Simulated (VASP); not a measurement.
Method: HSE06 screened hybrid, VASP's PBE PAW potentials (set 64) (plane waves; VASP).

Input for VASP

### KPOINTS
```
Regular mesh
0
G
  1 1 1
```

POSCAR:
```
BC62
1.0
  7.1465551589   0.0000000000   0.0000000000
  0.0000000000   7.1465551589   0.0000000000
  0.0000000000   0.0000000000   7.1465551589
C B
62 1
Direct
  0.4999940614   0.9990662620   0.9992410353
  0.6239675560   0.1274263373   0.1276658125
  0.7493541594   0.2507200149   0.0011745629
  0.8722207680   0.3751073074   0.1287301249
  0.7491774616   0.0015841586   0.2519702790
  0.8734592782   0.1272392474   0.3773909450
  0.0005238851   0.0002210482   0.0006247737
  0.1244451727   0.1253715823   0.1258033662
  0.2490621075   0.2492373206   0.9987387890
  0.3744389688   0.3742585589   0.1250431546
  0.5007198959   0.4992223253   0.0000191065
  0.6243765009   0.6232240286   0.1273833091
  0.7521640291   0.7510687448   0.9995591465
  0.8748407700   0.8758152542   0.1262135860
  0.2499725079   0.9994959678   0.2489004240
  0.3762625299   0.1265937825   0.3758346344
  0.4889169134   0.2429570468   0.2397745629
  0.7585435378   0.5098618530   0.2419573850
  0.8732338234   0.6228658083   0.3766978950
  0.5015552346   0.0007649099   0.4996234651
  0.6254465178   0.1260594536   0.6253853038
  0.7612148360   0.2423344456   0.5126719617
  0.8761282998   0.3740416175   0.6268946431
  0.7520866984   0.9992463325   0.7511837571
  0.8753430369   0.1252120299   0.8766620268
  0.0016616974   0.5014085148   0.9994137853
  0.1248535439   0.6247715516   0.1244767821
  0.2511384601   0.7498080251   0.9992610937
  0.3757858766   0.8752504407   0.1244294408
  0.9996978915   0.2507836565   0.2518461491
  0.1253361986   0.3749387012   0.3755954925
  0.2494768306   0.5002331764   0.2486652082
  0.3747116753   0.6251337995   0.3688876921
  0.5001084294   0.7509032566   0.2490319451
  0.6254076628   0.8751215842   0.3755718067
  0.0018072347   0.9990103099   0.5009851432
  0.1254137318   0.1237074601   0.6255356591
  0.2499776233   0.2484973930   0.5005935319
  0.3748844027   0.3678083463   0.6262916656
  0.6322161912   0.6250661200   0.6264333181
  0.7519223233   0.7507832684   0.5008601335
  0.8766484189   0.8750864355   0.6252528591
  0.2514098359   0.9991748267   0.7495784752
  0.3754801379   0.1236831786   0.8757922139
  0.5004473823   0.2484063609   0.7511591585
  0.6254613576   0.3749677087   0.8756712985
  0.7523945055   0.5001472347   0.7515439519
  0.8766035927   0.6247645932   0.8761530277
  0.0013092249   0.7509587847   0.2487968011
  0.1251548057   0.8746713421   0.3757259929
  0.0007521695   0.4989884747   0.5002923101
  0.1261966745   0.6242413563   0.6245980082
  0.2511477177   0.7497440399   0.4989990966
  0.3765650255   0.8743563831   0.6244387006
  0.0023663473   0.2491837501   0.7520516150
  0.1251569372   0.3744900558   0.8759657911
  0.2514415251   0.4992524522   0.7495089939
  0.3763200116   0.6242718656   0.8747266251
  0.5019027046   0.7496901962   0.7497737217
  0.6253678793   0.8746420379   0.8759281327
  0.0017103179   0.7497003891   0.7498454474
  0.1258140641   0.8746990572   0.8751741334
  0.4950600405   0.5061094345   0.5058377485
```

**INCAR**
```
AEXX  =  0.25
ALGO  =  Normal
EDIFF  =  1E-5
ENCUT  =  400
GGA  =  PE
HFSCREEN  =  0.2
ISIF  =  0
ISMEAR  =  0
ISPIN  =  2
ISYM  =  0
LASPH  =  .TRUE.
LCHARG  =  .FALSE.
LHFCALC  =  .TRUE.
LORBIT  =  10
LREAL  =  Auto
LWAVE  =  .FALSE.
MAGMOM  =  63*0.0159
NELM  =  50
NELMIN  =  4
NUPDOWN  =  1
PREC  =  Normal
PRECFOCK  =  Fast
SIGMA  =  0.05
SYSTEM  =  BC62
```

POTCAR, in this order: C B (PBE.64 set). Program: vasp_gam. Read from the step before: WAVECAR.

The run wrote:

**OSZICAR**
```
       N       E                     dE             d eps       ncg     rms          rms(c)
DAV:   1    -0.653336514862E+03   -0.65334E+03   -0.85498E+00   632   0.803E+00    0.402E+00
DAV:   2    -0.653371045109E+03   -0.34530E-01   -0.18253E-01   700   0.101E+00    0.241E+00
DAV:   3    -0.653357631613E+03    0.13413E-01   -0.40660E-02   720   0.469E-01    0.131E+00
DAV:   4    -0.653354372768E+03    0.32588E-02   -0.10005E-02   692   0.213E-01    0.712E-01
DAV:   5    -0.653353290360E+03    0.10824E-02   -0.29512E-03   728   0.116E-01    0.386E-01
DAV:   6    -0.653353056910E+03    0.23345E-03   -0.11332E-03   692   0.669E-02    0.205E-01
DAV:   7    -0.653352997837E+03    0.59073E-04   -0.35016E-04   712   0.330E-02    0.113E-01
DAV:   8    -0.653352986851E+03    0.10986E-04   -0.15030E-04   612   0.208E-02    0.624E-02
DAV:   9    -0.653352988352E+03   -0.15010E-05   -0.63116E-05   492   0.130E-02
   1 F= -.65335299E+03 E0= -.65335299E+03  d E =-.634054E-12  mag=     1.0000
```

OUTCAR:
```
------------------------ aborting loop because EDIFF is reached ----------------------------------------
  volume of cell :      365.00
      direct lattice vectors                 reciprocal lattice vectors
     7.146555159  0.000000000  0.000000000     0.139927556  0.000000000  0.000000000
     0.000000000  7.146555159  0.000000000     0.000000000  0.139927556  0.000000000
     0.000000000  0.000000000  7.146555159     0.000000000  0.000000000  0.139927556
 POSITION                                       TOTAL-FORCE (eV/Angst)
 -----------------------------------------------------------------------------------
      3.57324      7.13988      7.14113        -0.001952      0.046551      0.066163
      4.45922      0.91066      0.91237         0.041087     -0.122757     -0.145071
      5.35530      1.79178      0.00839        -0.034768      0.011806      0.042115
      6.23337      2.68073      0.91998         0.083933     -0.055610     -0.074531
      5.35404      0.01132      1.80072        -0.018310      0.018093      0.014363
      6.24222      0.90932      2.69705         0.142700     -0.126663     -0.073844
      0.00374      0.00158      0.00446        -0.027741     -0.000677      0.014076
      0.88935      0.89597      0.89906         0.005376     -0.021056     -0.041249
      1.77994      1.78119      7.13754         0.013688      0.028147      0.065290
      2.67595      2.67466      0.89363        -0.080133      0.046760     -0.134523
      3.57842      3.56772      0.00014        -0.013805     -0.040261      0.030332
      4.46214      4.45390      0.91035        -0.071265      0.039143     -0.049999
      5.37538      5.36755      7.14340         0.015841     -0.030812      0.046832
      6.25210      6.25906      0.90199         0.025404      0.021782     -0.029887
      1.78644      7.14295      1.77878         0.016123      0.021001      0.046986
      2.68898      0.90471      2.68592        -0.099304     -0.106308      0.026314
      3.49407      1.73631      1.71356        -0.019284     -0.010083     -0.044153
      5.42097      3.64376      1.72916         0.101838      0.036307     -0.076983
      6.24061      4.45134      2.69209         0.074819      0.064198      0.062590
      3.58439      0.00547      3.57059        -0.010232     -0.001997      0.011330
      4.46979      0.90089      4.46935        -0.056151     -0.077420      0.049327
      5.44006      1.73186      3.66384         0.081369      0.015029      0.024691
      6.26130      2.67311      4.48014         0.101031      0.037836      0.055995
      5.37483      7.14117      5.36838        -0.033899      0.025976     -0.007131
      6.25569      0.89483      6.26511         0.040739     -0.009779     -0.008441
      0.01188      3.58334      7.14237        -0.060587      0.006323      0.045974
      0.89227      4.46496      0.88958         0.049663      0.008269     -0.031207
      1.79477      5.35854      7.14127        -0.014470     -0.015760      0.036351
      2.68557      6.25503      0.88924         0.017246     -0.021865     -0.038405
      7.14440      1.79224      1.79983        -0.025831     -0.001676      0.023602
      0.89572      2.67952      2.68421         0.025794      0.012678     -0.016368
      1.78290      3.57494      1.77710        -0.021797     -0.003764      0.008343
      2.67790      4.46755      2.63628        -0.048600      0.069130     -0.071910
      3.57405      5.36637      1.77972        -0.033199      0.013998      0.013834
      4.46951      6.25410      2.68404         0.015614     -0.006042     -0.003805
      0.01292      7.13948      3.58032        -0.055829      0.052319      0.018957
      0.89628      0.88408      4.47043         0.027874     -0.010035     -0.031629
      1.78648      1.77590      3.57752        -0.029448     -0.023495      0.050781
      2.67913      2.62856      4.47583        -0.018491     -0.029520     -0.009857
      4.51817      4.46707      4.47684         0.051541      0.063239      0.002799
      5.37365      5.36551      3.57942        -0.013370      0.012193      0.045341
      6.26502      6.25385      4.46840         0.030789     -0.011624     -0.026253
      1.79671      7.14066      5.35690        -0.016185      0.008875      0.033320
      2.68339      0.88391      6.25890         0.030906      0.000338     -0.055367
      3.57647      1.77525      5.36820        -0.038167     -0.026333      0.040350
      4.46989      2.67973      6.25803         0.010177     -0.002114     -0.028780
      5.37703      3.57433      5.37095         0.002924      0.001179      0.032437
      6.26470      4.46491      6.26148         0.029191      0.003122     -0.037565
      0.00936      5.36677      1.77804        -0.034316     -0.030348     -0.002243
      0.89443      6.25089      2.68515         0.028681     -0.005570     -0.020542
      0.00538      3.56605      3.57537        -0.005659     -0.021248      0.020946
      0.90187      4.46118      4.46372         0.017204      0.020244     -0.009931
      1.79484      5.35809      3.56612        -0.013857     -0.011375      0.021573
      2.69114      6.24864      4.46259        -0.001278      0.012028     -0.008228
      0.01691      1.78081      5.37458        -0.051794      0.026003     -0.012450
      0.89444      2.67631      6.26014         0.039623     -0.019893     -0.039796
      1.79694      3.56794      5.35641        -0.034025     -0.012326      0.045218
      2.68939      4.46139      6.25128         0.009669      0.030720     -0.013486
      3.58688      5.35770      5.35830        -0.003109     -0.007388      0.029878
      4.46923      6.25068      6.25987         0.000424     -0.007472     -0.034526
      0.01222      5.35778      5.35881        -0.029673     -0.005141      0.012103
      0.89914      6.25109      6.25448         0.029091     -0.005852     -0.022659
      3.53797      3.61694      3.61500        -0.143830      0.128979      0.162608
 -----------------------------------------------------------------------------------
    total drift:                               -0.081252      0.038474     -0.047140
  FREE ENERGIE OF THE ION-ELECTRON SYSTEM (eV)
  ---------------------------------------------------
  free  energy   TOTEN  =      -653.3529883520 eV

  energy  without entropy=     -653.3529883520  energy(sigma->0) =     -653.35298835

  exchange ACFDT corr.  =         0.00000000  see jH, gK, PRB 81, 115126

 total charge

# of ion       s       p       d       tot
------------------------------------------
    1        0.836   1.744   0.000   2.580
    2        0.832   1.747   0.000   2.578
    3        0.832   1.746   0.000   2.577
    4        0.833   1.743   0.000   2.576
    5        0.830   1.745   0.000   2.574
    6        0.832   1.747   0.000   2.579
    7        0.832   1.747   0.000   2.579
    8        0.830   1.749   0.000   2.579
    9        0.834   1.745   0.000   2.580
   10        0.833   1.761   0.000   2.594
   11        0.831   1.746   0.000   2.577
   12        0.834   1.747   0.000   2.580
   13        0.834   1.729   0.000   2.563
   14        0.830   1.748   0.000   2.578
   15        0.834   1.731   0.000   2.565
   16        0.833   1.744   0.000   2.577
   17        0.851   1.692   0.000   2.543
   18        0.861   1.645   0.000   2.506
   19        0.833   1.745   0.000   2.578
   20        0.830   1.747   0.000   2.577
   21        0.833   1.747   0.000   2.580
   22        0.850   1.696   0.000   2.546
   23        0.833   1.761   0.000   2.594
   24        0.834   1.734   0.000   2.567
   25        0.830   1.750   0.000   2.579
...
```
(Selected blocks of OUTCAR.)

The supercell is sampled at Γ alone, which is coarse: total energies, pressure and levels can be off, energies of defects by several tenths of an eV.

The cell is a supercell with a defect, built from C (diamond): B_C-vac_C. The cell's shape comes from a PBE relaxation.
